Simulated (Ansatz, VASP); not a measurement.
# Cross-check of BN between VASP and Ansatz

Wanted: the spread between two codes on one cell, functional and k mesh. The cell is taken from a series of runs on this material, whose earlier steps may have relaxed, scaled, displaced or heated it; both programs get it as it stands.

Main program and level: Ansatz 0.2.0; plane waves, with VASP 6.6.1 beside it; relaxation of cell and atoms at LDA and zone-centre phonons at LDA.

## 1. Set-up

The structure is cubic, space group F-43m (No. 216). The conventional cell has a = 3.581 Å, b = 3.581 Å, c = 3.581 Å, α = 90.00°, β = 90.00°, γ = 90.00°. Nearest to B lie 4 N at 1.55 Å. Nearest to N lie 4 B at 1.55 Å. Farther neighbours and most contacts between anions are not listed.

## 2. VASP: relaxation of cell and atoms, LDA, pair 1

The relaxed volume is the usual yardstick between codes: in a stiff, nearly cubic crystal its relative difference is about their pressure difference at one cell divided by the bulk modulus.

Lines of VASP's logs that name or quote its potential files are left out, and so is its time.

INCAR reads:

```
SYSTEM = BN
PREC = Accurate
ENCUT = 600
EDIFF = 1E-07
NELM = 120
ISMEAR = 0
SIGMA = 0.01
LREAL = .FALSE.
ALGO = Normal
GGA = CA
NBANDS = 10
LORBIT = 11
LWAVE = .FALSE.
LCHARG = .FALSE.
ISIF = 3
IBRION = 2
NSW = 80
EDIFFG = -0.005
LASPH = .TRUE.
GGA_COMPAT = .FALSE.
NELMIN = 4
EFERMI = MIDGAP
```

POSCAR reads:

```
BN
1.0
   -1.7902550000      0.0000000000      1.7902550000
    0.0000000000      1.7902550000      1.7902550000
   -1.7902550000      1.7902550000      0.0000000000
B N
1 1
Direct
    0.0000000000      0.0000000000      0.0000000000
    0.7500001396      0.7500001396      0.7500001396
```

KPOINTS reads:

```
Automatic mesh
0
Gamma
12 12 12
0 0 0
```

PAW data sets: B and N (LDA family, release 64).

Run with:

```bash
mpirun -np 1 vasp_std
```

Numbers of over 12 decimals in the logs are rounded to 6 here.

What it wrote:

```text
[banner, memory and clock lines left out]
running    1 mpi-ranks, on    1 nodes
 distrk:  each k-point on    1 cores,    1 groups
 distr:  one band on    1 cores,    1 groups

 POSCAR found type information on POSCAR B N
 POSCAR found :  2 types and       2 ions
 LDA part: xc-table for (Slater(with rela. corr.)+CA(PZ))
 , standard interpolation
 POSCAR, INCAR and KPOINTS ok, starting setup
 FFT: planning ... GRIDC
 FFT: planning ... GRID_SOFT
 FFT: planning ... GRID
 WAVECAR not read
 entering main loop
       N       E                     dE             d eps       ncg     rms          rms(c)
DAV:   1     0.126160702186E+02    0.12616E+02   -0.54886E+03  1480   0.888E+02
DAV:   2    -0.200948619451E+02   -0.32711E+02   -0.31609E+02  1694   0.171E+02
DAV:   3    -0.205997789435E+02   -0.50492E+00   -0.50375E+00  1654   0.191E+01
DAV:   4    -0.206004287432E+02   -0.64980E-03   -0.64979E-03  1598   0.806E-01
DAV:   5    -0.206004293610E+02   -0.61782E-06   -0.61781E-06  1622   0.249E-02    0.665E+00
DAV:   6    -0.195679530279E+02    0.10325E+01   -0.33283E+00  1464   0.113E+01    0.316E+00
DAV:   7    -0.194489100944E+02    0.11904E+00   -0.99774E-02  1596   0.273E+00    0.179E+00
DAV:   8    -0.194164723455E+02    0.32438E-01   -0.50199E-02  1610   0.161E+00    0.188E-01
DAV:   9    -0.194163220239E+02    0.15032E-03   -0.86092E-04  1570   0.280E-01    0.815E-02
DAV:  10    -0.194163063644E+02    0.15660E-04   -0.44041E-05  1614   0.672E-02    0.138E-02
DAV:  11    -0.194163068393E+02   -0.47494E-06   -0.17279E-06  1614   0.958E-03    0.610E-03
DAV:  12    -0.194163067717E+02    0.67660E-07   -0.48928E-07  1564   0.441E-03
   1 F= -.19416307E+02 E0= -.19416307E+02  d E =-.194163E+02
 curvature:   0.00 expect dE= 0.000E+00 dE for cont linesearch  0.000E+00
 trial: gam= 0.00000 g(F)=  0.184E-39 g(S)=  0.206E-03 ort = 0.000E+00 (trialstep = 0.100E+01)
 search vector abs. value=  0.206E-03
 bond charge predicted
       N       E                     dE             d eps       ncg     rms          rms(c)
DAV:   1    -0.194165514586E+02   -0.24462E-03   -0.74982E-03  1536   0.798E-01    0.113E-01
DAV:   2    -0.194163147111E+02    0.23675E-03   -0.99054E-04  1554   0.206E-01    0.300E-02
DAV:   3    -0.194163021580E+02    0.12553E-04   -0.24270E-05  1562   0.460E-02    0.121E-02
DAV:   4    -0.194162978452E+02    0.43128E-05   -0.44305E-06  1594   0.155E-02    0.369E-03
DAV:   5    -0.194162977563E+02    0.88830E-07   -0.16616E-07  1024   0.312E-03
   2 F= -.19416298E+02 E0= -.19416298E+02  d E =0.901536E-05
 trial-energy change:    0.000009  1 .order    0.000009   -0.000206    0.000225
 step:   0.4796(harm=  0.4780)  dis= 0.00000  next Energy=   -19.416356 (dE=-0.494E-04)
 bond charge predicted
       N       E                     dE             d eps       ncg     rms          rms(c)
DAV:   1    -0.194164247992E+02   -0.12695E-03   -0.20314E-03  1538   0.416E-01    0.591E-02
DAV:   2    -0.194163604775E+02    0.64322E-04   -0.26818E-04  1554   0.107E-01    0.157E-02
DAV:   3    -0.194163570600E+02    0.34175E-05   -0.66313E-06  1552   0.240E-02    0.633E-03
DAV:   4    -0.194163558959E+02    0.11641E-05   -0.11963E-06  1598   0.809E-03    0.193E-03
DAV:   5    -0.194163558731E+02    0.22852E-07   -0.44727E-08   750   0.162E-03
   3 F= -.19416356E+02 E0= -.19416356E+02  d E =-.491014E-04
 curvature:  -0.24 expect dE=-0.817E-11 dE for cont linesearch -0.817E-11
 trial: gam=-0.00041 g(F)=  0.690E-40 g(S)=  0.342E-10 ort = 0.838E-07 (trialstep = 0.896E+00)
 search vector abs. value=  0.100E-09
 reached required accuracy - stopping structural energy minimisation
```

OUTCAR, selected parts (step 2):

```text
ion  position               nearest neighbor table
   1  0.000  0.000  0.000-   2 1.55   2 1.55   2 1.55   2 1.55
   2  0.750  0.750  0.750-   1 1.55   1 1.55   1 1.55   1 1.55

  LATTYP: Found a face centered cubic cell.
 ALAT       =     3.5805100000

 Subroutine GETGRP returns: Found 24 space group operations
 (whereof 24 operations were pure point group operations)

The static configuration has the point symmetry T_d .

 Found     72 irreducible k-points:

   k-points           NKPTS =     72   k-points in BZ     NKDIM =     72   number of bands    NBANDS=     10

   dimension x,y,z NGX =    20 NGY =   20 NGZ =   20
   dimension x,y,z NGXF=    40 NGYF=   40 NGZF=   40

   ENCUT  =  600.0 eV  44.10 Ry    6.64 a.u.   5.06  5.06  5.06*2*pi/ulx,y,z

   NELECT =       8.0000    total number of electrons

 k-points in reciprocal lattice and weights: Automatic mesh
   0.00000000  0.00000000  0.00000000       0.001
   0.08333333  0.00000000  0.00000000       0.005
   0.16666667  0.00000000  0.00000000       0.005
   0.25000000  0.00000000  0.00000000       0.005
   0.33333333  0.00000000  0.00000000       0.005
   0.41666667  0.00000000  0.00000000       0.005
   0.50000000  0.00000000  0.00000000       0.002
   0.08333333  0.08333333  0.00000000       0.003
   0.16666667  0.08333333  0.00000000       0.014
[...]
-0.33333333  0.50000000  0.16666667       0.007
  -0.25000000  0.50000000  0.25000000       0.003

 average (electrostatic) potential at core
       1 -29.1976       2 -59.7944

 E-fermi :   9.9162

 k-point     1 :       0.0000    0.0000    0.0000
  band No.  band energies     occupation
      1     -12.6485      2.00000
      2       7.7286      2.00000
      3       7.7287      2.00000
      4       7.7287      2.00000
      5      16.5388      0.00000
      6      16.5388      0.00000
      7      16.5389      0.00000
      8      18.6092      0.00000
      9      32.7300      0.00000
    ...

 k-point     2 :       0.0833    0.0000    0.0000
  band No.  band energies     occupation
      1     -12.4753      2.00000
      2       6.8068      2.00000
      3       7.5411      2.00000
      4       7.5411      2.00000
      5      16.8061      0.00000
      6      16.8218      0.00000
      7      16.8218      0.00000
      8      19.1225      0.00000
      9      32.4100      0.00000
    ...

 k-point     3 :       0.1667    0.0000    0.0000
  band No.  band energies     occupation
      1     -11.9614      2.00000
      2       4.6782      2.00000
      3       7.0860      2.00000
      4       7.0860      2.00000
      5      17.2368      0.00000
      6      17.4755      0.00000
      7      17.4755      0.00000
      8      20.3460      0.00000
      9      31.7274      0.00000
    ...

  Total        0.0000217      0.0000217      0.0000217      0.0000000     -0.0000000      0.0000000
  in kB        0.0030280      0.0030280      0.0030280      0.0000000     -0.0000000      0.0000000
  external PRESSURE =       0.0030280 kB  Pullay stress =       0.0000000 kB

  energy-cutoff  :      600.00
  volume of cell :       11.50
      direct lattice vectors                 reciprocal lattice vectors
    -1.791358942 -0.000000000  1.791358942    -0.279117707 -0.279117707  0.279117707
     0.000000000  1.791358942  1.791358942     0.279117707  0.279117707  0.279117707
    -1.791358942  1.791358942  0.000000000    -0.279117707  0.279117707 -0.279117707

 POSITION                                       TOTAL-FORCE (eV/Angst)
 -----------------------------------------------------------------------------------
      0.00000      0.00000      0.00000         0.000000     -0.000000     -0.000000
     -2.68704      2.68704      2.68704        -0.000000      0.000000      0.000000
 -----------------------------------------------------------------------------------
    total drift:                                0.000320     -0.000320     -0.000320

  FREE ENERGIE OF THE ION-ELECTRON SYSTEM (eV)
  ---------------------------------------------------
  free  energy   TOTEN  =       -19.4163558731 eV

  energy  without entropy=      -19.4163558731  energy(sigma->0) =      -19.41635587

 reached required accuracy - stopping structural energy minimisation

 total charge
# of ion       s       p       d       tot
------------------------------------------
    1        0.682   1.411   0.000   2.093
    2        1.200   2.759   0.000   3.958
--------------------------------------------------
tot          1.882   4.169   0.000   6.051

[... 3 further parts left out ...]
```

CONTCAR:

```
BN
   1.00000000000000
    -1.7913589424459375   -0.0000000000000000    1.7913589424459375
     0.0000000000000000    1.7913589424459375    1.7913589424459375
    -1.7913589424459375    1.7913589424459375    0.0000000000000000
  B               N
     1     1
Direct
     0.0000000000000000    0.0000000000000000    0.0000000000000000
     0.7500001395999973    0.7500001395999973    0.7500001395999973
```

The run keeps the 24 symmetry operations of its start, so it cannot find a distortion of lower symmetry.

## 3. Ansatz: relaxation of cell and atoms, LDA, pair 1

Ansatz runs on its default PAW (the set named soft_2) files.

The same cell, functional (in two slightly different forms) and mesh now go to Ansatz, which takes its cutoff from its data sets.

input.yaml reads:

```yaml
crystal:
  lattice:
    - [-1.790255291, 0.0, 1.790255291]
    - [0.0, 1.790255291, 1.790255291]
    - [-1.790255291, 1.790255291, 0.0]
  atoms:
    - { symbol: B, position: [0.0, 0.0, 0.0] }
    - { symbol: "N", position: [0.75, 0.75, 0.75] }
kpoints:
  mp_grid: { grid: [12, 12, 12] }
hamiltonian:
  xc: lda
scf:
  occupations: { method: fixed }
output:
  forces: true
  stress: true
  eigenvalues: true
relax:
  adjacent_minimum: "off"
  f_tol: 0.001
  max_steps: 60
  cell: { stress_tol: 0.01 }
```

Run with:

```bash
ansatz run input.yaml --threads 2 --pin off --max-ram 5120MiB --backend cpu --events-out ev --progress --plain --runs-dir out
```

What it wrote:

```text
Engine: ansatz 0.2.0, x86_64-unknown-linux-gnu
Pseudopotentials: kind: paw
Pseudopotential: B, paw, valence charge 3, recommended cutoff 420 eV (normal), B.paw.azcp
Pseudopotential: N, paw, valence charge 5, recommended cutoff 420 eV (normal), N.paw.azcp
Functional definition: SPW92
  exchange = slater_x
  correlation = pw_c
Crystal: 2 atoms, lattice volume = 11.476 Å³
Basis set: ecut = 420 eV, 229 PW (Γ)
Bands: 8, of which v1, the nominal top of the filled ones, is band 4 counted from 1 (3 counted from 0)
Symmetry: 24 space group operations
Space group: F-43m (ITA 216), of the structure as read, at distance tolerance 2.3e-5 Å
k-points: 72 of 1728 (time reversal used)
Non-local potential: B, projectors of the file, l = 0: 2, l = 1: 2, l = 2: 1
Non-local potential: N, projectors of the file, l = 0: 2, l = 1: 2, l = 2: 1
PAW form: soft (Blöchl's): semilocal exchange-correlation on the pseudo side does not see the compensation charge
PAW frozen core: B, regenerated for the run's functional, and the local potential with it (the file was generated under x = pbe(κ = 0.804, μ = 0.219515), c = pbe(β = 0.066725))
PAW frozen core: N, regenerated for the run's functional, and the local potential with it (the file was generated under x = pbe(κ = 0.804, μ = 0.219515), c = pbe(β = 0.066725))
PAW one-centre angular grid: B, 110 points (default); XC on 64 Gauss nodes
PAW one-centre angular grid: N, 110 points (default); XC on 64 Gauss nodes
Initial density: superposition of atomic densities (neutral atoms: chi_scale 0, normalization atom), corrected by the library's trained network
Initial wavefunctions: pseudopotential atomic-orbital guess
Functional: x = slater, c = lda
SCF iter   1: F=—  HF=-526.470279 eV  |F-HF|=—  |Δ(HF+E_count)|=         —  Δρ=7.92e-3  dr2=5.28e-3  ethr=1.77e-3  ⟨swp⟩=3.8  Hψ=3284  notcnv=0  defer=110
preconditioner: auto → none  [insulator: Δε(μ)=4.330 eV  Ē_g=20.229 eV  n_scr=0 (ndim 8)  ℏωp=31.0 eV  f_vac=0.000  ε∞_Penn≈3.3]
SCF iter   2: F=—  HF=-526.468774 eV  |F-HF|=—  |Δ(HF+E_count)|=   1.51e-3  Δρ=3.29e-3  dr2=4.54e-4  ethr=6.60e-5  ⟨swp⟩=2.2  Hψ=1335  notcnv=0  defer=135
SCF iter   3: F=—  HF=-526.468633 eV  |F-HF|=—  |Δ(HF+E_count)|=   1.41e-4  Δρ=1.39e-3  dr2=7.18e-5  ethr=5.67e-6  ⟨swp⟩=2.9  Hψ=982  notcnv=0  defer=135
SCF iter   4: F=—  HF=-526.468612 eV  |F-HF|=—  |Δ(HF+E_count)|=   2.13e-5  Δρ=2.94e-4  dr2=3.11e-6  ethr=8.98e-7  ⟨swp⟩=1.0  Hψ=576  notcnv=0
iter 5 did not close the SCF: its close was put off for the readings that it lacked (scf_convergence_deferred on its scf_iter line)
SCF iter   5: F=-526.468611 eV  HF=-526.468611 eV  |F-HF|=7.43e-9  |Δ(HF+E_count)|=   8.16e-7  Δρ=2.70e-5  dr2=3.02e-8  ethr=3.89e-8  ⟨swp⟩=1.1  Hψ=606  notcnv=0  defer=1
SCF iter   6: F=-526.468611 eV  HF=-526.468611 eV  |F-HF|=5.00e-12  |Δ(HF+E_count)|=   4.15e-9  Δρ=1.63e-6  dr2=6.91e-11  ethr=3.78e-10  ⟨swp⟩=4.1  Hψ=2963  notcnv=0
SCF 1 converged in 6 iterations: F = -526.468611 eV  dr2 = 6.91e-11
  greatest PAW one-centre occupation: 0.782 electrons in one spin orbital (limit 2), on the N atom at site 1 (counted from 0), in its partial waves of l = 0
relax step   1: F+E_penalty+E_count = -526.46861084 eV  Δ(F+E_penalty+E_count) = +0.000e0 eV  max|allowed force component| = 8.327e-17 eV/Å  Δτ_max = 0.0000 Å  P = +0.004 GPa  Ω = 11.476 Å³  (6 SCF iters, dr2 threshold 1.00e-7 eV, accepted)
Initial density: handed on by an earlier stage of this run
Initial wavefunctions: pseudopotential atomic-orbital guess (no wavefunctions were taken with the density)
iter 1 solved again at ethr=4.59e-9 eV; its pass at ethr=3.10e-3 eV (dr2=3.68e-7 eV) is discarded
SCF iter   1: F=—  HF=-526.468611 eV  |F-HF|=—  |Δ(HF+E_count)|=         —  Δρ=1.64e-6  dr2=6.88e-11  ethr=4.59e-9  ⟨swp⟩=3.0  Hψ=4932  notcnv=0  defer=114
preconditioner: auto → none  [insulator: Δε(μ)=4.392 eV  Ē_g=20.257 eV  n_scr=0 (ndim 8)  ℏωp=31.0 eV  f_vac=0.000  ε∞_Penn≈3.3]
SCF iter   2: F=—  HF=-526.468611 eV  |F-HF|=—  |Δ(HF+E_count)|=  2.59e-10  Δρ=7.76e-7  dr2=1.20e-11  ethr=8.59e-13 (applied; sched 1.00e-12)  ⟨swp⟩=2.1  Hψ=853  notcnv=0  defer=114
SCF iter   3: F=—  HF=-526.468611 eV  |F-HF|=—  |Δ(HF+E_count)|=  6.37e-12  Δρ=2.33e-7  dr2=3.63e-12  ethr=1.50e-13 (applied; sched 1.00e-12)  ⟨swp⟩=2.6  Hψ=873  notcnv=0  defer=114
SCF iter   4: F=-526.468611 eV  HF=-526.468611 eV  |F-HF|=1.14e-13  |Δ(HF+E_count)|=  7.96e-13  Δρ=2.19e-8  dr2=3.22e-14  ethr=1.00e-12  ⟨swp⟩=5.5  Hψ=3170  notcnv=0
SCF 2 converged in 4 iterations: F = -526.468611 eV  dr2 = 3.22e-14
relax step   2: F+E_penalty+E_count = -526.46861084 eV  Δ(F+E_penalty+E_count) = +1.148e-11 eV  max|allowed force component| = 8.327e-17 eV/Å  Δτ_max = 0.0000 Å  P = +0.004 GPa  Ω = 11.476 Å³  stress off target by 4.13e-3 GPa  SCF on the basis re-selected at this cell (its energy is not comparable with the rows above)  (4 SCF iters)
basis re-selected at this cell: Δ(F+E_penalty+E_count) = +1.148e-11 eV, ΔP = +0.000 GPa vs the last step (what re-selecting the basis moved, of the pressure what is left beyond the Pulay correction that the steps carried, after the strain that the cell walked since its last selection, with what the two solves' SCF thresholds leave and, on support functions, any second-order correction that the steps lacked; it is no  [...]
SCF converged after 4 iterations
Free energy (F): -526.468611 eV
Harris-Foulkes:  -526.468611 eV  (|F-HF|=1.14e-13)
Internal energy: -526.468611 eV  (E = F + TS)
E sigma→0 (E₀):  -526.468611 eV
Fermi energy:    11.393386 eV
--- Per-component energies (eV) ---
  E_band       = 27.372950
  E_kinetic    = 186.873701
  E_local      = -173.753616  (includes V_loc(G=0)·N_el)
  E_nonlocal   = 58.776018
  E_hartree    = 47.868098
  E_xc         = -92.988700
  E_vxc        = -116.100275  (∫ρ·V_xc dr)
  E_paw        = -191.533284  (= ΣΔE_a)
  E_vpaw       = -24.159173  (= ΣTr[D̂ρ^β])
  E_aug_tail   = 0.000098  (compensation charges beyond the density's cutoff)
  E_ewald      = -361.836805
  E_core_change = 0.125878  (= ΣΔE_core)
  E_smearing   = -0.000000  (= −TS)
  E_closure    = -0.000000  (closes the sum)
  Σ components = -526.468611   (vs F -526.468611, Δ=0.00e0)
--- Forces (eV/Å), atoms counted from 1 ---
  atom   1  B      0.00000000     0.00000000    -0.00000000
  atom   2  N      0.00000000    -0.00000000     0.00000000
  max |Σ_I F_I| component: 1.76e-16 eV/Å
--- Stress (GPa, compression-positive) ---
        0.004131      -0.000000       0.000000
        0.000000       0.004131       0.000000
        0.000000       0.000000       0.004131
  P = ⅓ Tr σ = 0.0041 GPa (0.041 kbar)
--- Band table (eV; the first three rows and the last of 72) ---
  k-point 0: bands = ["-9.0135", "11.3934", "11.3934", "11.3934", "20.2233", "20.2233", "20.2233", "22.2701"]
  k-point 1: bands = ["-8.8399", "10.4695", "11.2034", "11.2034", "20.4881", "20.5056", "20.5056", "22.7871"]
  k-point 2: bands = ["-8.3250", "8.3384", "10.7479", "10.7479", "20.9153", "21.1587", "21.1587", "24.0164"]
  k-point 71: bands = ["-2.8227", "3.7617", "4.1480", "4.6266", "20.9574", "24.9560", "25.8248", "26.4999"]
--- Relaxed structure (1 steps of the walk, 1 accepted, 1 SCFs on fresh bases) ---
  F+E_penalty+E_count = -526.46861084 eV   max|allowed force component| = 8.327e-17 eV/Å   (the final SCF, on the basis selected at the relaxed cell)
  cell:  # Å, volume = 11.4756 Å³
    - [-1.790255291, 0.0, 1.790255291]
    - [0.0, 1.790255291, 1.790255291]
    - [-1.790255291, 1.790255291, 0.0]
  atoms:
    - { symbol: B, position: [0.0, 0.0, 0.0] }
    - { symbol: N, position: [0.75, 0.75, 0.75] }
```

In the SCF lines HF is the Harris–Foulkes energy and dr2 the Hartree energy of the density residual, in eV; the loop may stop once dr2 is under the threshold and the program's other checks hold. Hψ counts applications of the Hamiltonian.

## 4. Differences

Known differences besides the potentials themselves: the two LDA forms differ slightly; fixed occupations in Ansatz, narrow Gaussian smearing in VASP; the cutoff is 420 eV in Ansatz and 600 eV in VASP; VASP's log shows a relativistic correction to its local exchange, Ansatz's none; Ansatz adds a Pulay correction to the stress that steers its cell, VASP none. Total energies have different zeros and are not compared.

Compared:

| quantity | Ansatz | VASP | difference |
| --- | --- | --- | --- |
| volume (Å³) | 11.48 | 11.50 | -0.18 % |
| edge a after relaxation, in the typed setting (Å) | 2.532 | 2.533 | -0.06 % |

(Continued in part 2 of 2.)

[Lines on the potential files, build, host, timing and source positions are cut from VASP's logs without a mark.]

[Logs are printed without paths, hosts, clocks, repeated set-up lines and the standing remarks that a program may print on its own settings, such as how far it seeks lower states.]

[Hosts, paths, dates, database ids (printed as entryN), source tags and the programs' standing remarks are cut or masked in the printed files.]
